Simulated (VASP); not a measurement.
# A VASP study of SiO2 (r2SCAN): structure first, properties next, part 2 of 3

Aim: relax SiO2, then compute properties on the relaxed cell. The start is a cell from a database of measured crystal structures.

VASP 6.6.1; r2SCAN; plane waves and PAW (Si, O).

So far, gap on the k-mesh (eV): step 2 (full relaxation (r2SCAN)) 6.59. The relaxed cell has a = 4.929, c = 5.423 Å (conventional setting).

### Step 3. Single point with fields (r2SCAN)

The relaxed cell gets a fresh self-consistent run, on a basis set for its own volume, to fix the density and to check the remaining stress.

INCAR reads:

```
SYSTEM = SiO2
PREC = Accurate
ENCUT = 520
EDIFF = 1E-06
NELM = 100
ISMEAR = 0
SIGMA = 0.05
LREAL = .FALSE.
ALGO = Normal
METAGGA = R2SCAN
LASPH = .TRUE.
NBANDS = 33
LORBIT = 11
LWAVE = .FALSE.
LCHARG = .TRUE.
ISIF = 2
LELF = .TRUE.
LVHAR = .TRUE.
```

POSCAR reads:

```
SiO2
1.0
    4.9285098071      0.0000000000      0.0000000000
   -2.4642549036      4.2682146957      0.0000000000
    0.0000000000      0.0000000000      5.4234331177
Si O
3 6
Direct
    0.4694968830      0.0000000000      0.6666666667
    0.0000000000      0.4694968830      0.3333333333
    0.5305031170      0.5305031170      0.0000000000
    0.4134951400      0.2679121586      0.7855452566
    0.7320878414      0.1455829814      0.4522119233
    0.8544170186      0.5865048600      0.1188785899
    0.2679121586      0.4134951400      0.2144547434
    0.1455829814      0.7320878414      0.5477880767
    0.5865048600      0.8544170186      0.8811214101
```

KPOINTS reads:

```
Automatic mesh
0
Gamma
5 5 4
0 0 0
```

Potentials, in the order of the species: Si and O (PBE family, release 64).

Launch:

```console
$ mpirun -np 8 vasp_std
```

Output:

```text
[banner, memory and clock lines left out]
running    8 mpi-ranks, on    1 nodes
 distrk:  each k-point on    8 cores,    1 groups
 distr:  one band on    1 cores,    8 groups

 POSCAR found type information on POSCAR SiO
 POSCAR found :  2 types and       9 ions
 [... a notice as in an earlier step ...]

 [... a notice as in an earlier step ...]

 LDA part: xc-table for (None), standard interpolation
|                                                                             |
|           W    W    AA    RRRRR   N    N  II  N    N   GGGG   !!!           |
|           W    W   A  A   R    R  NN   N  II  NN   N  G    G  !!!           |
|           W    W  A    A  R    R  N N  N  II  N N  N  G       !!!           |
|           W WW W  AAAAAA  RRRRR   N  N N  II  N  N N  G  GGG   !            |
|           WW  WW  A    A  R   R   N   NN  II  N   NN  G    G                |
|           W    W  A    A  R    R  N    N  II  N    N   GGGG   !!!           |
|                                                                             |
|     The number of bands has been changed from the values supplied in        |
|     The orbitals not found in the WAVECAR file will be initialized with     |
|     random numbers, which is usually adequate. For correlated               |
|     calculations, however, you should redo the groundstate calculation.     |
|     I found NBANDS = 33. Now, NBANDS = 40.                                  |
|                                                                             |

 POSCAR, INCAR and KPOINTS ok, starting setup
 FFT: planning ... GRIDC
 FFT: planning ... GRID_SOFT
 FFT: planning ... GRID
 WAVECAR not read
 entering main loop
       N       E                     dE             d eps       ncg     rms          rms(c)
DAV:   1     0.217739897479E+03    0.21774E+03   -0.25028E+04  1360   0.113E+03
DAV:   2    -0.966690984767E+02   -0.31441E+03   -0.30239E+03  1752   0.273E+02
DAV:   3    -0.112998757150E+03   -0.16330E+02   -0.16253E+02  1712   0.621E+01
DAV:   4    -0.113136748454E+03   -0.13799E+00   -0.13795E+00  1624   0.644E+00
DAV:   5    -0.113138099343E+03   -0.13509E-02   -0.13508E-02  1728   0.620E-01    0.259E+01
DAV:   6    -0.889293548272E+02    0.24209E+02   -0.15676E+01  1552   0.196E+01    0.151E+01
DAV:   7    -0.893052825185E+02   -0.37593E+00   -0.26297E+00  1704   0.776E+00    0.524E+00
DAV:   8    -0.894037739190E+02   -0.98491E-01   -0.12533E-01  1680   0.241E+00    0.180E+00
DAV:   9    -0.894291069140E+02   -0.25333E-01   -0.63048E-02  1632   0.127E+00    0.465E-01
DAV:  10    -0.894301693235E+02   -0.10624E-02   -0.10426E-03  1672   0.196E-01    0.203E-01
DAV:  11    -0.894307105438E+02   -0.54122E-03   -0.50402E-04  1624   0.153E-01    0.377E-02
DAV:  12    -0.894307060832E+02    0.44606E-05   -0.15230E-05  1752   0.237E-02    0.232E-02
DAV:  13    -0.894307046019E+02    0.14813E-05   -0.31684E-06  1584   0.971E-03    0.396E-03
DAV:  14    -0.894307048814E+02   -0.27948E-06   -0.22570E-07  1208   0.272E-03
   1 F= -.89430705E+02 E0= -.89430705E+02  d E =-.197485E-18
```

The job ended after 99 s (8 MPI ranks of AMD EPYC 7R43, shared host; peak memory 0.99 GiB).

OUTCAR, selected parts (step 3):

```text
  LATTYP: Found a hexagonal cell.
 ALAT       =     4.9285098071
 C/A-ratio  =     1.1004204780

 Found     17 irreducible k-points:

   k-points           NKPTS =     17   k-points in BZ     NKDIM =     17   number of bands    NBANDS=     40

   ENCUT  =  520.0 eV  38.22 Ry    6.18 a.u.   9.16  9.16 10.08*2*pi/ulx,y,z

   NELECT =      48.0000    total number of electrons

 E-fermi :   0.8636

 k-point     1 :       0.0000    0.0000    0.0000
  band No.  band energies     occupation
    ...
     20      -0.4409      2.00000
     21      -0.4409      2.00000
     22      -0.1209      2.00000
     23       0.2616      2.00000
     24       0.2616      2.00000
     25       7.1544      0.00000
     26      10.6291      0.00000
     27      10.6291      0.00000
     28      11.1357      0.00000
     29      11.1357      0.00000
    ...

 k-point     2 :       0.2000    0.0000    0.0000
  band No.  band energies     occupation
    ...
     20      -0.5127      2.00000
     21      -0.4361      2.00000
     22      -0.2463      2.00000
     23       0.3211      2.00000
     24       0.3776      2.00000
     25       7.7589      0.00000
     26      10.6325      0.00000
     27      10.7201      0.00000
     28      11.1940      0.00000
     29      11.3264      0.00000
    ...

  Total       -0.0201415     -0.0201415     -0.0071587      0.0000000      0.0000000     -0.0000000
  in kB       -0.2828562     -0.2828562     -0.1005337      0.0000000      0.0000000     -0.0000000
  external PRESSURE =      -0.2220820 kB  Pullay stress =       0.0000000 kB

  energy-cutoff  :      520.00
  volume of cell :      114.09
      direct lattice vectors                 reciprocal lattice vectors
     4.928509807  0.000000000  0.000000000     0.202901088  0.117144998  0.000000000
    -2.464254904  4.268214696  0.000000000     0.000000000  0.234289995  0.000000000
     0.000000000  0.000000000  5.423433118     0.000000000  0.000000000  0.184385052

 POSITION                                       TOTAL-FORCE (eV/Angst)
 -----------------------------------------------------------------------------------
      2.31392      0.00000      3.61562        -0.001264     -0.000000     -0.000000
     -1.15696      2.00391      1.80781         0.000632     -0.001095     -0.000000
      1.30729      2.26430      0.00000         0.000632      0.001095     -0.000000
      1.37771      1.14351      4.26035         0.003723      0.009214      0.004259
      3.24935      0.62138      2.45254        -0.009842     -0.001383      0.004259
      2.76571      2.50333      0.64473         0.006118     -0.007832      0.004259
      0.30145      1.76489      1.16308         0.006118      0.007832     -0.004259
     -1.08654      3.12471      2.97089         0.003723     -0.009214     -0.004259
      0.78509      3.64684      4.77870        -0.009842      0.001383     -0.004259
 -----------------------------------------------------------------------------------
    total drift:                               -0.000031     -0.000054      0.000000

  FREE ENERGIE OF THE ION-ELECTRON SYSTEM (eV)
  ---------------------------------------------------
  free  energy   TOTEN  =       -89.4307048814 eV

  energy  without entropy=      -89.4307048814  energy(sigma->0) =      -89.43070488

 total charge
# of ion       s       p       d       tot
------------------------------------------
    1        0.634   1.000   0.000   1.634
    2        0.634   1.000   0.000   1.634
    3        0.634   1.000   0.000   1.634
    4        1.556   3.727   0.000   5.283
    5        1.556   3.727   0.000   5.283
    6        1.556   3.727   0.000   5.283
    7        1.556   3.727   0.000   5.283
    8        1.556   3.727   0.000   5.283
    9        1.556   3.727   0.000   5.283
--------------------------------------------------
tot         11.235  25.363   0.000  36.598

[... 4 parts as in an earlier step ...]

[... 6 further parts left out ...]
```

Numbers from this step:

* electronic steps: 14
* bands: 40
* free energy (TOTEN): -89.4307 eV
* Fermi energy: 0.8636 eV
* pressure: -0.02221 GPa

Valence electrons inside each PAW sphere by angular momentum. Sphere charges, by row:

```csv
atom,s (e),p (e),d (e),tot (e)
Si1,0.634,1,0,1.634
Si2,0.634,1,0,1.634
Si3,0.634,1,0,1.634
O4,1.556,3.727,0,5.283
O5,1.556,3.727,0,5.283
O6,1.556,3.727,0,5.283
O7,1.556,3.727,0,5.283
O8,1.556,3.727,0,5.283
O9,1.556,3.727,0,5.283
```

Valence density in the ac plane at fractional y = 0.000, with atoms of Si within 0.2 Å of it. It is the smooth field of the valence electrons, not physical close to the nuclei.

Ten even steps from '0' (-0.1 e/Å³) to '9' (1.6 e/Å³), each cell a mean:
```
00000012464100
00001113796200
00011123674200
00012212332100
00012100221000
00012101221000
00012223553100
00011123796200
00000012685200
00000001232100
00000000111000
00000000000000
00000000000000
00000000000000
00000001121100
```
Columns run along a (4.9 Å), rows up along c (5.4 Å). Atoms in or near the plane, at fractional coordinates: Si at (0.47, 0.67).

ELF in the ac plane at fractional y = 0.000, with atoms of Si within 0.2 Å of it. It is the smooth field of the valence electrons, not physical close to the nuclei.

Ten even steps from '0' (0.00) to '9' (0.85), each cell a mean:
```
00011016999840
00233126999850
00245326999740
00123213775310
00011100221000
00012101443100
00234315898620
00244226999850
00122026999840
00000015899620
00000003565300
00000000110000
00000000000000
00000001333100
00000014787510
```
Columns run along a (4.9 Å), rows up along c (5.4 Å). Atoms in or near the plane, at fractional coordinates: Si at (0.47, 0.67).

Electrostatic potential energy in the ac plane at fractional y = 0.000, with atoms of Si within 0.2 Å of it. With pseudopotentials it is smooth inside the atoms' cores, unlike the true potential.

Values in eV, 15 rows by 14 columns, each cell a mean:
```
  8   8   8   7   6   6   5   5   3   1   4   7   8   8
  8   8   8   6   4   2   0   0  -3  -8   1   6   8   8
  8   8   7   4   0  -9 -18 -16  -8  -4   2   7   8   8
  8   8   6   2  -7 -38 -56 -54 -28  -4   3   7   8   8
  8   8   6   1 -15 -56 -62 -62 -46  -7   3   7   8   8
  8   8   6   1 -12 -50 -61 -60 -40  -6   3   7   8   8
  8   8   6   4  -3 -20 -39 -35 -14  -3   3   7   8   8
  8   8   7   6   3  -1  -4  -4  -4  -7   1   6   8   8
  8   8   8   7   6   4   4   3   1  -4   3   7   8   8
  8   8   8   8   7   7   7   6   5   5   6   8   8   8
  8   8   8   8   7   7   7   8   8   7   8   8   8   8
  8   8   8   8   7   7   7   8   8   8   8   8   8   8
  8   8   8   8   7   7   7   8   8   8   8   8   8   8
  8   8   8   8   7   7   7   8   8   8   8   8   8   8
  8   8   8   8   7   7   7   7   7   7   7   8   8   8
```
Columns run along a (4.9 Å; values clipped at the 3rd and 97th percentile), rows up along c (5.4 Å). Atoms in or near the plane, at fractional coordinates: Si at (0.47, 0.67).

In this run the pressure is -0.02 GPa, small enough to go on.

### Step 4. Bands along the symmetry lines (r2SCAN)

Levels along the symmetry lines show where the bands peak and cross; KPOINTS_OPT computes them in the converged potential.

INCAR reads:

```
SYSTEM = SiO2
PREC = Accurate
ENCUT = 520
EDIFF = 1E-06
NELM = 100
ISMEAR = 0
SIGMA = 0.05
LREAL = .FALSE.
ALGO = Normal
METAGGA = R2SCAN
LASPH = .TRUE.
NBANDS = 46
LORBIT = 11
LWAVE = .FALSE.
LCHARG = .FALSE.
KPAR = 8
```

POSCAR is that of step 3.

KPOINTS is that of step 3.

KPOINTS_OPT reads:

```
Line mode
12
Line-mode
Reciprocal
  0.00000000   0.00000000   0.00000000 GAMMA
  0.50000000   0.00000000   0.00000000 M

  0.50000000   0.00000000   0.00000000 M
  0.33333333   0.33333333   0.00000000 K

  0.33333333   0.33333333   0.00000000 K
  0.00000000   0.00000000   0.00000000 GAMMA

  0.00000000   0.00000000   0.00000000 GAMMA
  0.00000000   0.00000000   0.50000000 A

  0.00000000   0.00000000   0.50000000 A
  0.50000000   0.00000000   0.50000000 L

  0.50000000   0.00000000   0.50000000 L
  0.33333333   0.33333333   0.50000000 H

  0.33333333   0.33333333   0.50000000 H
  0.00000000   0.00000000   0.50000000 A

  0.50000000   0.00000000   0.50000000 L
  0.50000000   0.00000000   0.00000000 M

  0.33333333   0.33333333   0.00000000 K
  0.33333333   0.33333333   0.50000000 H
```

Launch:

```console
$ mpirun -np 8 vasp_std
```

Output:

```text
[banner, memory and clock lines left out]
running    8 mpi-ranks, on    1 nodes
 distrk:  each k-point on    1 cores,    8 groups
 distr:  one band on    1 cores,    1 groups

 POSCAR found type information on POSCAR SiO
 POSCAR found :  2 types and       9 ions
 [... a notice as in an earlier step ...]

 [... a notice as in an earlier step ...]

 LDA part: xc-table for (None), standard interpolation
 POSCAR, INCAR and KPOINTS ok, starting setup
 FFT: planning ... GRIDC
 FFT: planning ... GRID_SOFT
 FFT: planning ... GRID
 WAVECAR not read
 entering main loop
       N       E                     dE             d eps       ncg     rms          rms(c)
DAV:   1     0.198728772306E+03    0.19873E+03   -0.24745E+04  1564   0.989E+02
DAV:   2    -0.983200551348E+02   -0.29705E+03   -0.28631E+03  1888   0.249E+02
DAV:   3    -0.113025636958E+03   -0.14706E+02   -0.14610E+02  1888   0.533E+01
DAV:   4    -0.113137149817E+03   -0.11151E+00   -0.11148E+00  1784   0.516E+00
DAV:   5    -0.113138106465E+03   -0.95665E-03   -0.95663E-03  1916   0.457E-01    0.259E+01
DAV:   6    -0.889280834044E+02    0.24210E+02   -0.13161E+01  1660   0.170E+01    0.151E+01
DAV:   7    -0.893073943636E+02   -0.37931E+00   -0.24682E+00  1892   0.699E+00    0.524E+00
DAV:   8    -0.894042669473E+02   -0.96873E-01   -0.10143E-01  1748   0.209E+00    0.178E+00
DAV:   9    -0.894291741930E+02   -0.24907E-01   -0.58236E-02  1690   0.112E+00    0.495E-01
DAV:  10    -0.894300969373E+02   -0.92274E-03   -0.81810E-04  1880   0.153E-01    0.247E-01
DAV:  11    -0.894307093147E+02   -0.61238E-03   -0.60032E-04  1678   0.154E-01    0.385E-02
DAV:  12    -0.894307073999E+02    0.19148E-05   -0.16609E-05  1938   0.216E-02    0.288E-02
DAV:  13    -0.894307045532E+02    0.28467E-05   -0.38652E-06  1784   0.101E-02    0.478E-03
DAV:  14    -0.894307049114E+02   -0.35815E-06   -0.23683E-07  1344   0.245E-03
   1 F= -.89430705E+02 E0= -.89430705E+02  d E =-.420633E-12
 Start KPOINTS_OPT (optional k-point list driver)
k-point batch [1-17\108]
       N       E                     dE             ncg
DAV:   1    -0.225246684933E+03   -0.13295E+05     1564
DAV:   2    -0.507061382837E+04   -0.48454E+04     1876
DAV:   3    -0.532194731657E+04   -0.25133E+03     1928
DAV:   4    -0.532386348082E+04   -0.19162E+01     1826
DAV:   5    -0.532388092466E+04   -0.17444E-01     1922
DAV:   6    -0.532388118193E+04   -0.25727E-03     1890
DAV:   7    -0.532388118691E+04   -0.49798E-05     1674
DAV:   8    -0.532388118709E+04   -0.18493E-06     1346
[...]
k-point batch [103-108\108]
       N       E                     dE             ncg
DAV:   1     0.137457638405E+05   -0.84595E+04      552
DAV:   2     0.120296994972E+05   -0.17161E+04      682
DAV:   3     0.119443046781E+05   -0.85395E+02      680
DAV:   4     0.119436456163E+05   -0.65906E+00      664
DAV:   5     0.119436395621E+05   -0.60543E-02      664
DAV:   6     0.119436394729E+05   -0.89158E-04      680
DAV:   7     0.119436394712E+05   -0.17286E-05      576
DAV:   8     0.119436394711E+05   -0.65744E-07      536
```

It took 6.2 min on 8 MPI ranks; peak memory 2.6 GiB.

From OUTCAR (step 4):

```text
 Found     17 irreducible k-points:

   k-points           NKPTS =     17   k-points in BZ     NKDIM =     17   number of bands    NBANDS=     46

   NELECT =      48.0000    total number of electrons

 E-fermi :   0.7959

 k-point     1 :       0.0000    0.0000    0.0000
  band No.  band energies     occupation
    ...
     20      -0.4409      2.00000
     21      -0.4409      2.00000
     22      -0.1210      2.00000
     23       0.2615      2.00000
     24       0.2615      2.00000
     25       7.1544      0.00000
     26      10.6291      0.00000
     27      10.6291      0.00000
     28      11.1357      0.00000
     29      11.1357      0.00000
    ...

 k-point     2 :       0.2000    0.0000    0.0000
  band No.  band energies     occupation
    ...
     20      -0.5128      2.00000
     21      -0.4361      2.00000
     22      -0.2463      2.00000
     23       0.3211      2.00000
     24       0.3776      2.00000
     25       7.7589      0.00000
     26      10.6325      0.00000
     27      10.7201      0.00000
     28      11.1940      0.00000
     29      11.3264      0.00000
    ...

  Total       -0.0181581     -0.0181581     -0.0052044      0.0000000     -0.0000000      0.0000000
  in kB       -0.2550023     -0.2550023     -0.0730879      0.0000000     -0.0000000      0.0000000
  external PRESSURE =      -0.1943641 kB  Pullay stress =       0.0000000 kB

 POSITION                                       TOTAL-FORCE (eV/Angst)
 -----------------------------------------------------------------------------------
      2.31392      0.00000      3.61562        -0.001264      0.000000     -0.000000
     -1.15696      2.00391      1.80781         0.000632     -0.001094     -0.000000
      1.30729      2.26430      0.00000         0.000632      0.001094     -0.000000
      1.37771      1.14351      4.26035         0.003719      0.009214      0.004248
      3.24935      0.62138      2.45254        -0.009839     -0.001386      0.004248
      2.76571      2.50333      0.64473         0.006120     -0.007828      0.004248
      0.30145      1.76489      1.16308         0.006120      0.007828     -0.004248
     -1.08654      3.12471      2.97089         0.003719     -0.009214     -0.004248
      0.78509      3.64684      4.77870        -0.009839      0.001386     -0.004248
 -----------------------------------------------------------------------------------
    total drift:                               -0.000031     -0.000054      0.000000

  FREE ENERGIE OF THE ION-ELECTRON SYSTEM (eV)
  ---------------------------------------------------
  free  energy   TOTEN  =       -89.4307049114 eV

  energy  without entropy=      -89.4307049114  energy(sigma->0) =      -89.43070491

[... 10 parts as in an earlier step ...]

[... 4 further parts left out ...]
```

Numbers from this step:

- bands: 46
- Fermi energy: 0.7959 eV
- pressure: -0.01944 GPa
- least gap on mesh and path: 6.582 eV
- least direct gap on mesh and path: 6.872 eV
- valence top at k: 0.3333, 0.3333, 0
- least direct gap at k: 0, 0, 0.04545

Electronic bands along the path, in eV, zero at the valence-band top; v1 is the highest filled band, c1 the lowest empty one:

```csv
point,v4,v3,v2,v1,c1,c2,c3,c4
Γ,-1.01,-0.69,-0.31,-0.31,6.58,10.06,10.06,10.56
0.55 of the way,-1.01,-0.85,-0.24,-0.13,7.63,10.10,10.19,10.68
M,-1.04,-0.79,-0.27,-0.04,8.94,9.68,10.48,10.52
0.55 of the way,-1.11,-0.62,-0.33,-0.01,9.16,9.75,10.35,10.75
K,-1.24,-0.44,-0.44,0.00,9.61,9.61,10.15,11.24
0.45 of the way,-0.95,-0.84,-0.26,-0.09,7.92,10.12,10.29,10.74
Γ,-1.01,-0.69,-0.31,-0.31,6.58,10.06,10.06,10.56
0.45 of the way,-1.06,-0.56,-0.25,-0.11,7.09,9.97,9.99,10.00
A,-1.22,-0.22,-0.22,-0.09,8.58,8.58,9.72,10.60
0.45 of the way,-1.11,-0.41,-0.39,-0.15,8.95,9.04,10.03,10.56
L,-0.89,-0.84,-0.61,-0.19,9.76,10.19,10.31,10.51
0.55 of the way,-0.87,-0.83,-0.63,-0.35,9.81,10.38,10.42,10.58
H,-0.94,-0.77,-0.59,-0.59,9.90,10.48,10.48,10.89
0.45 of the way,-1.05,-0.58,-0.42,-0.25,9.26,9.41,10.21,10.73
A,-1.22,-0.22,-0.22,-0.09,8.58,8.58,9.72,10.60
jump to L,-0.89,-0.84,-0.61,-0.19,9.76,10.19,10.31,10.51
0.55 of the way,-0.97,-0.74,-0.42,-0.11,9.20,9.79,10.32,10.80
M,-1.04,-0.79,-0.27,-0.04,8.94,9.68,10.48,10.52
jump to K,-1.24,-0.44,-0.44,0.00,9.61,9.61,10.15,11.24
0.55 of the way,-1.00,-0.57,-0.54,-0.23,9.74,9.93,10.38,11.03
H,-0.94,-0.77,-0.59,-0.59,9.90,10.48,10.48,10.89
```

Of the projections kept (Si, O), the largest for each band there; the rest of the weight can lie on other orbitals:

```csv
point,v4,v3,v2,v1,c1,c2,c3,c4
Γ,O 0.97,O 0.96,O 0.99,O 0.99,O 0.71,Si 0.63,Si 0.63,Si 0.50
M,O 0.99,O 0.99,O 0.99,O 0.99,O 0.70,O 0.76,Si 0.62,Si 0.54
K,O 0.99,O 0.99,O 0.99,O 1.00,O 0.72,O 0.72,O 0.68,Si 0.60
Γ,O 0.97,O 0.96,O 0.99,O 0.99,O 0.71,Si 0.63,Si 0.63,Si 0.50
A,O 0.98,O 0.98,O 0.98,O 0.99,O 0.78,O 0.78,Si 0.95,Si 0.73
L,O 0.99,O 0.96,O 0.99,O 1.00,Si 0.53,O 0.59,O 0.81,Si 0.58
```

The path finds the gap of the mesh within 0.02 eV, so the mesh comes close to both band edges.

[end of part 2 of 3]

[Lines on the potential files, build, host, timing and source positions are cut from VASP's logs without a mark.]

[Logs are printed without paths, hosts, clocks, repeated set-up lines and the standing remarks that a program may print on its own settings, such as how far it seeks lower states.]

[Hosts, paths, dates, database ids (printed as entryN), source tags and the programs' standing remarks are cut or masked in the printed files.]

[A measured line is paired with the nearest computed mode of its activity, which favours agreement.]
